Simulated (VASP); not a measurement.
## HPbNO4: relaxation of cell and atoms with PBE

The system is HPbNO4.

```
CELL_PARAMETERS angstrom
-1.84169 1.84169 5.77259
1.84169 -1.84169 5.77259
1.84169 1.84169 -5.77259
ATOMIC_POSITIONS crystal
H 0.00157 0.00157 0.00000
Pb 0.64953 0.64953 0.00000
N 0.34981 0.34981 0.00000
O 0.74766 0.24766 0.50000
O 0.24766 0.74766 0.50000
O 0.00188 0.50188 0.50000
O 0.50188 0.00188 0.50000
```

The cell was built by a generator and needn't be a form met in nature.

```
Program                : VASP 6.6.1
Task                   : relaxation of cell and atoms
Functional             : PBE
Potentials or basis    : VASP PAW PBE potentials, release 64 (H, Pb_d, N, O)
Cutoff                 : 520 eV
k mesh                 : 7 × 7 × 7
Occupations            : gaussian, width 0.15 eV
Spin                   : no spin polarisation
Further INCAR settings : PREC = Normal; ALGO = Fast; EDIFF = 0.0001; IBRION = 2; EDIFFG = -0.08; NSW = 24; ISIF = 3
```

* Relaxed volume: 11.02 Å³/atom
* Relaxed cell: a = 6.715 Å, b = 6.715 Å, c = 6.715 Å, α = 149.64°, β = 149.64°, γ = 43.46°
* Space group after relaxing (to 0.05 Å): I4mm (No. 107)
* Energy gained by relaxing: 348.1 meV/atom
* Ionic steps: 21
* Pressure after relaxing: 0.2 GPa
* Largest force after relaxing: 0.041 eV/Å
* Band gap on the k mesh: none (metal or under the smearing width)

Forces in eV/Å, atoms in the order of the input:
```
H    0.000  0.000 -0.027
Pb   0.000  0.000 -0.041
N    0.000  0.000 -0.011
O    0.000  0.000  0.001
O    0.000  0.000  0.001
O    0.000  0.000  0.039
O    0.000  0.000  0.039
```

Stress tensor (GPa, compression positive):
```
0.16 0.00 0.00
0.00 0.16 0.00
0.00 0.00 0.25
```

Step by step:
```
step  energy change (eV)  largest force (eV/Å)  pressure (GPa)  volume (Å³)
   1              0.0000                3.0158           -7.51        78.32
   2             -1.2123                2.9491           -4.46        72.51
   3              9.5326               10.5338           62.66        56.72
   4             -1.5126                2.8163            1.49        68.89
   5             -1.4952                2.3142           16.08        63.58
   6             -1.6775                2.2917            6.97        66.35
   7             -1.9669                1.5313            2.64        68.82
   8             -1.9767                1.3510            3.08        68.39
   9             -2.1831                0.5352           -1.35        70.96
  10             -2.2321                0.6951           -3.45        72.66
  11             -2.3291                0.2410            3.02        70.87
  12             -2.3295                0.2233            2.74        70.96
  13             -2.3691                0.3223            1.34        72.59
  14             -2.3872                0.4225            0.34        74.33
  15             -2.3884                0.4565            0.15        74.84
  16             -2.4146                0.3067           -0.44        76.03
  17             -2.4195                0.2569           -1.03        76.80
  18             -2.4313                0.1546            1.06        76.38
  19             -2.4317                0.1425            0.96        76.43
  20             -2.4350                0.2161           -0.15        77.55
  21             -2.4366                0.0413            0.19        77.13
```

Final structure:
```yaml
crystal:
  lattice:
    - [-1.75818, 1.75818, 6.23792]
    - [1.75818, -1.75818, 6.23792]
    - [1.75818, 1.75818, -6.23792]
  atoms:
    - { symbol: H, position: [0.00654, 0.00654, 0.00000] }
    - { symbol: Pb, position: [0.63494, 0.63494, 0.00000] }
    - { symbol: N, position: [0.29903, 0.29903, 0.00000] }
    - { symbol: O, position: [0.75468, 0.25468, 0.50000] }
    - { symbol: O, position: [0.25468, 0.75468, 0.50000] }
    - { symbol: O, position: [0.02507, 0.52507, 0.50000] }
    - { symbol: O, position: [0.52507, 0.02507, 0.50000] }
```

Levels at points of the mesh, in eV from the Fermi level:
```
           k point  band 19  band 20  band 21  band 22  band 23  band 24  band 25  band 26
(0.00, 0.00, 0.00)    -1.24    -0.79    -0.65    -0.07    -0.07     1.46     2.31     4.43
```

It took 8.3 min on 1 thread of Intel(R) Xeon(R) 6975P-C (Granite Rapids), on a shared host, peak memory 0.28 GiB.

Caveat: the relaxation stopped at a loose force limit of 0.08 eV/Å, so its end isn't a converged minimum. Spin-orbit coupling is left out, which matters for the levels of Pb.
